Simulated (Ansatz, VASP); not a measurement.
**Cross-check of Ti2NO2 between VASP and Ansatz**

Aim: how closely do two programs agree when they are given the same cell, functional and k mesh? The structure shown is the start of the Ansatz relaxation below; VASP solves that cell, so the two are compared at the walk's first step.

Calculated with Ansatz 0.2.0; plane waves, with VASP 6.6.1 beside it; single point at PBEsol.

## Step 1: Starting point

The cell holds 5 atoms: 1 N, 2 Ti and 2 O. Cell: a = 2.964 Å, b = 2.964 Å, c = 32.600 Å, α = 90.0°, β = 90.0°, γ = 120.0°. It derives from Ti2NO2. Vacuum lies along c.

## Step 2: Ansatz: relaxation, PBEsol

Ansatz runs on its PAW soft_1 files.

The two programs are compared at the cell with which this relaxation starts, whose forces are those of its first step.

File input.yaml:

```yaml
crystal:
  lattice:
    - [2.9638609372, 0.0, 0.0]
    - [-1.4819304686, 2.5667788649, 0.0]
    - [0.0, 0.0, 32.6]
  atoms:
    - { symbol: "N", position: [0.0, 0.0, 0.3067484663] }
    - { symbol: Ti, position: [0.3153487716, 0.6356295455, 0.3451693486] }
    - { symbol: Ti, position: [0.6846512284, 0.3643704545, 0.2683275839] }
    - { symbol: O, position: [0.6748407135, 0.3474398146, 0.3741201157] }
    - { symbol: O, position: [0.3251592865, 0.6525601854, 0.2393768169] }
  periodic: [true, true, false]
kpoints:
  mp_grid: { grid: [18, 18, 1] }
hamiltonian:
  xc: pbesol
  pseudopotentials: { kind: paw, azcp: { folder: soft_1 }, xc_functional: pbe }
scf:
  occupations: { method: methfessel_paxton, width: 0.2 }
output:
  forces: true
  stress: true
  eigenvalues: true
  write_density: true
  write_potential: true
  elf: true
  volumetric_format: npy
relax:
  adjacent_minimum: "off"
  f_tol: 0.002
  max_steps: 120
  cell: { stress_2d_tol: 0.005 }
```

Command:

```
ansatz run input.yaml --threads 4 --pin off --max-ram 16384MiB --backend cpu --events-out ev --progress --plain --runs-dir out
```

Numbers of over 12 decimals in the logs are rounded to 6 here.

Output:

```text
Engine: ansatz 0.2.0, aarch64-unknown-linux-gnu
Pseudopotentials: kind: paw
Pseudopotential: N, paw, valence charge 5, recommended cutoff 420 eV (normal), soft_1/N.paw.azcp
Pseudopotential: Ti, paw, valence charge 12, recommended cutoff 420 eV (normal), soft_1/Ti.paw.azcp
Pseudopotential: O, paw, valence charge 6, recommended cutoff 420 eV (normal), soft_1/O.paw.azcp
Functional definition: PBEsol
  exchange = pbesol_x
  correlation = pbesol_c
Crystal: 5 atoms, lattice volume = 248.007 Å³
Basis set: ecut = 420 eV, 4729 PW (Γ), exchange–correlation on 40×40×450 points (8 copies of the dense FFT grid, shifted against one another)
Bands: 26, of which v1, the nominal top of the filled ones, is band 21 counted from 1 (20 counted from 0)
Symmetry: 2 space group operations
Space group: P-1 (ITA 2), of the structure as read, at distance tolerance 6.3e-5 Å
k-points: 164 of 324
Non-local potential: N, projectors of the file, l = 0: 2, l = 1: 2, l = 2: 1
Non-local potential: Ti, projectors of the file, l = 0: 3, l = 1: 2, l = 2: 3, l = 3: 1
Non-local potential: O, projectors of the file, l = 0: 2, l = 1: 2, l = 2: 1
PAW form: soft (Blöchl's): semilocal exchange-correlation on the pseudo side does not see the compensation charge
PAW frozen core: N, regenerated for the run's functional, and the local potential with it (the file was generated under x = pbe(κ = 0.804, μ = 0.219515), c = pbe(β = 0.066725))
PAW frozen core: Ti, regenerated for the run's functional, and the local potential with it (the file was generated under x = pbe(κ = 0.804, μ = 0.219515), c = pbe(β = 0.066725))
PAW frozen core: O, regenerated for the run's functional, and the local potential with it (the file was generated under x = pbe(κ = 0.804, μ = 0.219515), c = pbe(β = 0.066725))
PAW one-centre angular grid: N, 110 points (default); XC on 64 Gauss nodes
PAW one-centre angular grid: Ti, 590 points (default); XC on 64 Gauss nodes
PAW one-centre angular grid: O, 110 points (default); XC on 64 Gauss nodes
Initial density: superposition of atomic densities (neutral atoms: chi_scale 0, normalization atom)
Initial wavefunctions: pseudopotential atomic-orbital guess
Functional: x = pbesol(κ = 0.804, μ = 0.123457), c = pbesol(β = 0.046)
SCF iter   1: F=—  HF=-6461.427337 eV  |F-HF|=—  |Δ(HF+E_count)|=         —  Δρ=9.45e-2  dr2=2.44e1  ethr=3.10e-3  ⟨swp⟩=9.6  Hψ=29796  notcnv=0
preconditioner: auto → LDOS  [metal: Δε(μ)=0.018 eV  Ē_g=11.902 eV  σ=0.200 eV  W_gap=0.08  n_scr=20 (ndim 8)  ℏωp=11.8 eV  f_vac=0.760  D(μ)=1.50/eV (n_scr^D=10)  β→1.0]
SCF iter   2: F=—  HF=-6462.181431 eV  |F-HF|=—  |Δ(HF+E_count)|=   7.54e-1  S|Δr|=    0.00e0  Δρ=1.30e-1  dr2=4.09e1  ethr=3.10e-3  ⟨swp⟩=7.0  Hψ=15733  notcnv=0  defer=123
SCF iter   3: F=—  HF=-6455.588771 eV  |F-HF|=—  |Δ(HF+E_count)|=    6.59e0  S|Δr|=    0.00e0  Δρ=1.98e-2  dr2=5.24e-1  ethr=3.10e-3  ⟨swp⟩=5.2  Hψ=14441  notcnv=0
SCF iter   4: F=—  HF=-6455.461603 eV  |F-HF|=—  |Δ(HF+E_count)|=   1.27e-1  S|Δr|=    0.00e0  Δρ=4.19e-3  dr2=2.50e-2  ethr=1.28e-3  ⟨swp⟩=3.2  Hψ=10556  notcnv=0  defer=74
SCF iter   5: F=—  HF=-6455.460741 eV  |F-HF|=—  |Δ(HF+E_count)|=   8.61e-4  S|Δr|=    0.00e0  Δρ=2.18e-3  dr2=1.16e-2  ethr=6.11e-5  ⟨swp⟩=3.4  Hψ=9771  notcnv=0  defer=74
SCF iter   6: F=—  HF=-6455.459244 eV  |F-HF|=—  |Δ(HF+E_count)|=   1.50e-3  S|Δr|=    0.00e0  Δρ=7.33e-4  dr2=1.46e-3  ethr=2.82e-5  ⟨swp⟩=2.7  Hψ=7534  notcnv=0  defer=74
SCF iter   7: F=—  HF=-6455.459028 eV  |F-HF|=—  |Δ(HF+E_count)|=   2.16e-4  S|Δr|=    0.00e0  Δρ=1.45e-4  dr2=6.51e-5  ethr=3.56e-6  ⟨swp⟩=3.2  Hψ=8979  notcnv=0  defer=74
SCF iter   8: F=—  HF=-6455.458962 eV  |F-HF|=—  |Δ(HF+E_count)|=   6.52e-5  S|Δr|=    0.00e0  Δρ=9.78e-5  dr2=2.08e-5  ethr=1.59e-7  ⟨swp⟩=3.8  Hψ=9877  notcnv=0  defer=74
SCF iter   9: F=—  HF=-6455.458958 eV  |F-HF|=—  |Δ(HF+E_count)|=   4.62e-6  S|Δr|=    0.00e0  Δρ=2.08e-5  dr2=1.11e-6  ethr=5.07e-8  ⟨swp⟩=3.6  Hψ=9124  notcnv=0  defer=76
iter 10 did not close the SCF: its close was put off until two iterations running show no level that it waits for move by more than its bar (scf_convergence_deferred on its scf_iter line)
SCF iter  10: F=-6455.458958 eV  HF=-6455.458958 eV  |F-HF|=2.04e-8  |Δ(HF+E_count)|=   6.96e-8  S|Δr|=    0.00e0  Δρ=5.10e-6  dr2=8.67e-8  ethr=2.44e-10  ⟨swp⟩=20.4  Hψ=58170  notcnv=0
iter 11 did not close the SCF: its close was put off until two iterations running show no level that it waits for move by more than its bar (scf_convergence_deferred on its scf_iter line)
SCF iter  11: F=-6455.458958 eV  HF=-6455.458958 eV  |F-HF|=3.33e-9  |Δ(HF+E_count)|=   2.90e-8  S|Δr|=    0.00e0  Δρ=6.66e-7  dr2=9.58e-10  ethr=2.11e-10  ⟨swp⟩=11.3  Hψ=40217  notcnv=0
[...]
Crystal: 5 atoms, lattice volume = 249.678 Å³
iter 1 solved again at ethr=3.99e-9 eV; its pass at ethr=3.10e-3 eV (dr2=1.64e-6 eV) is discarded
SCF iter   1: F=—  HF=-6455.464498 eV  |F-HF|=—  |Δ(HF+E_count)|=         —  Δρ=2.50e-5  dr2=1.71e-6  ethr=3.99e-9  ⟨swp⟩=4.8  Hψ=39751  notcnv=0
preconditioner: auto → LDOS  [metal: Δε(μ)=0.028 eV  Ē_g=9.325 eV  σ=0.200 eV  W_gap=0.12  n_scr=20 (ndim 8)  ℏωp=11.7 eV  f_vac=0.778  D(μ)=2.26/eV (n_scr^D=12)  β→1.0]
SCF iter   2: F=—  HF=-6455.464443 eV  |F-HF|=—  |Δ(HF+E_count)|=   5.47e-5  S|Δr|=    0.00e0  Δρ=1.60e-5  dr2=5.99e-7  ethr=3.99e-9  ⟨swp⟩=3.2  Hψ=9185  notcnv=0
SCF iter   3: F=—  HF=-6455.464444 eV  |F-HF|=—  |Δ(HF+E_count)|=   2.04e-7  S|Δr|=    0.00e0  Δρ=4.94e-6  dr2=6.55e-8  ethr=1.46e-9  ⟨swp⟩=2.8  Hψ=7272  notcnv=0
SCF iter   4: F=-6455.464444 eV  HF=-6455.464444 eV  |F-HF|=3.53e-8  |Δ(HF+E_count)|=   4.86e-8  S|Δr|=    0.00e0  Δρ=8.48e-7  dr2=1.13e-9  ethr=3.17e-12  ⟨swp⟩=11.3  Hψ=40881  notcnv=0
SCF 11 converged in 4 iterations: F = -6455.464444 eV  dr2 = 1.13e-9
relax step  11: F+E_penalty+E_count = -6455.46444372 eV  Δ(F+E_penalty+E_count) = +1.966e-5 eV  max|allowed force component| = 4.063e-4 eV/Å  Δτ_max = 0.0002 Å  P = -0.001 N/m  Ω = 249.678 Å³  energy of the carried Pulay correction = -2.054e-5 eV  fix = [c, alpha, beta]  reactions: c -0.000 N/m; alpha -0.000, beta -0.000 N/m/rad  (4 SCF iters, dr2 threshold 1.30e-9 eV, accepted)
[...]
relax step  12: F+E_penalty+E_count = -6455.46444497 eV  Δ(F+E_penalty+E_count) = -1.250e-6 eV  max|allowed force component| = 1.534e-4 eV/Å  Δτ_max = 0.0001 Å  P = +0.000 N/m  Ω = 249.676 Å³  energy of the carried Pulay correction = -1.939e-5 eV  fix = [c, alpha, beta]  reactions: c -0.000 N/m; alpha +0.000, beta +0.000 N/m/rad  (4 SCF iters, dr2 threshold 5.74e-11 eV, accepted)
[...]
relax step  13: F+E_penalty+E_count = -6455.46446443 eV  Δ(F+E_penalty+E_count) = -1.945e-5 eV  max|allowed force component| = 1.576e-4 eV/Å  Δτ_max = 0.0000 Å  P = +0.001 N/m  Ω = 249.676 Å³  fix = [c, alpha, beta]  reactions: c -0.000 N/m; alpha +0.000, beta +0.000 N/m/rad  stress off target by 8.10e-4 N/m on what of the cell is left free  SCF on the basis re-selected at this cell (its energy is not comparable with the rows above)  (6 SCF iters)
basis re-selected at this cell: Δ(F+E_penalty+E_count) = -1.945e-5 eV, ΔP = +0.000 N/m vs the last step (what re-selecting the basis moved, of the pressure what is left beyond the Pulay correction that the steps carried, after the strain that the cell walked since its last selection, with what the two solves' SCF thresholds leave and, on support functions, any second-order correction that the steps lacked; it is no m [...]
SCF converged after 6 iterations
Stability not checked: this state was not tested for a lower state beside it, because cold or Methfessel-Paxton smearing, or corrected tetrahedra, fill the levels in a way that the test cannot read (fill_not_monotonic; see scf.lower_state_search)
Free energy (F): -6455.464464 eV
Harris-Foulkes:  -6455.464464 eV  (|F-HF|=2.91e-11)
Internal energy: -6455.463508 eV  (E = F + TS)
E sigma→0 (E₀):  -6455.464225 eV
Entropy (-TS):   -0.000956 eV (-0.191 meV/atom)
Fermi energy:    -5.626944 eV
Step filling:    the computed levels leave a gap of 0.0003 eV = 0.0 smearing widths at the electron count; against every level under it full and every level over it empty, smearing changes F+E_penalty+E_count by -0.681 meV and its σ→0 estimate by -0.442 meV
--- Per-component energies (eV) ---
  E_band       = -1070.530888
  E_kinetic    = 1026.386224
  E_local      = -127993.041257  (includes V_loc(G=0)·N_el)
  E_nonlocal   = 260.606308
  E_hartree    = 63316.946321
  E_xc         = -433.201342
  E_vxc        = -549.610791  (∫ρ·V_xc dr)
  E_paw        = -2468.444921  (= ΣΔE_a)
  E_vpaw       = -448.766237  (= ΣTr[D̂ρ^β])
  E_aug_tail   = 0.002221  (compensation charges beyond the density's cutoff)
  E_ewald      = 59834.905494
  E_core_change = 0.377444  (= ΣΔE_core)
  E_smearing   = -0.000956  (= −TS)
  E_closure    = 0.000000  (closes the sum)
  Σ components = -6455.464464   (vs F -6455.464464, Δ=0.00e0)
--- Forces (eV/Å), atoms counted from 1 ---
  atom   1  N      0.00000000     0.00000000     0.00000000
  atom   2  Ti     0.00000851    -0.00009709    -0.00002814
  atom   3  Ti    -0.00000851     0.00009709     0.00002814
  atom   4  O      0.00003653    -0.00003516     0.00015756
  atom   5  O     -0.00003653     0.00003516    -0.00015756
  max |Σ_I F_I| component: 0.00e0 eV/Å
--- 2D stress c σ (N/m, compression-positive) ---
        0.000782      -0.000108      -0.000000
       -0.000108       0.000396      -0.000000
       -0.000000      -0.000000       0.000000
  P = ½ c Tr σ = 0.0006 N/m
--- Band table (eV; the first three rows and the last of 164) ---
  k-point 0: bands = [... 17 lower, -8.5073, -8.1051, -7.9638, -5.7603, -5.4276, -4.8413, -4.6041, -4.4376, ... 1 higher]
  k-point 1: bands = [... 17 lower, -8.4230, -8.3194, -8.0764, -5.6555, -5.3304, -4.9296, -4.5671, -4.3606, ... 1 higher]
  k-point 2: bands = [... 17 lower, -8.8956, -8.3411, -8.2402, -5.4231, -5.2191, -4.9823, -4.4445, -4.2209, ... 1 higher]
  k-point 163: bands = [... 17 lower, -10.0547, -9.1990, -9.0128, -6.1950, -4.5468, -4.0008, -3.9160, -3.6190, ... 1 higher]
--- Relaxed structure (11 steps of the walk, 11 accepted, 2 SCFs on fresh bases) ---
  F+E_penalty+E_count = -6455.46446443 eV   max|allowed force component| = 1.576e-4 eV/Å   (the final SCF, on the basis selected at the relaxed cell)
  cell:  # Å, volume = 249.6756 Å³
    - [2.984376, 2.220979896939599e-5, 0]
    - [-1.492169, 2.566274, 0]
    - [0, 0, 32.6]
  atoms:
    - { symbol: N, position: [0.0, 0, 0.30674846628] }
    - { symbol: Ti, position: [0.318695, 0.637435, 0.345256] }
    - { symbol: Ti, position: [0.681305, 0.362565, 0.268241] }
    - { symbol: O, position: [0.672887, 0.345785, 0.373819] }
    - { symbol: O, position: [0.327113, 0.654215, 0.239678] }
```

The column dr2 measures how far the density is from self-consistency, as an energy; F and HF (Harris–Foulkes) agree once it is small.

(Continued in part 2 of 2.)

[Lines on the potential files, build, host, timing and source positions are cut from VASP's logs without a mark.]

[Logs are printed without paths, hosts, clocks, repeated set-up lines and the standing remarks that a program may print on its own settings, such as how far it seeks lower states.]

[Hosts, paths, dates, database ids (printed as entryN), source tags and the programs' standing remarks are cut or masked in the printed files.]
